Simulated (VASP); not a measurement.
Given:

```
CELL_PARAMETERS angstrom
      0.00000     3.04239     3.04239
      3.04239     0.00000     3.04239
      3.04239     3.04239     0.00000
ATOMIC_POSITIONS crystal
  Te 0.50000 0.50000 0.50000
  Pb 0.00000 0.00000 0.00000
```

Level of theory: PBE GGA, VASP's PBE PAW potentials (set 64) (plane waves; VASP). Run with 480 eV cut-off, 6×6×6 Γ-centred mesh, Gaussian smearing of 0.050 eV, potentials Te Pb_d.

Unless said otherwise, spin-orbit coupling is left out, though it shifts the bands of the heavy elements here.

### Question
Predict the energy per atom (σ→0), pressure, band gap (on the k-mesh) with the smallest direct gap where there is one.

### Answer

```json
{
  "band gap (on the k-mesh)": "0.24 eV",
  "smallest direct gap (on the k-mesh)": "0.24 eV",
  "energy per atom (σ→0)": "-3.486 eV/atom",
  "pressure": "14.99 GPa"
}
```

The absolute energy has meaning only against runs of the same code, potentials and settings.

The compound is PbTe in the rock salt structure. It was relaxed first under an external pressure of 15 GPa.
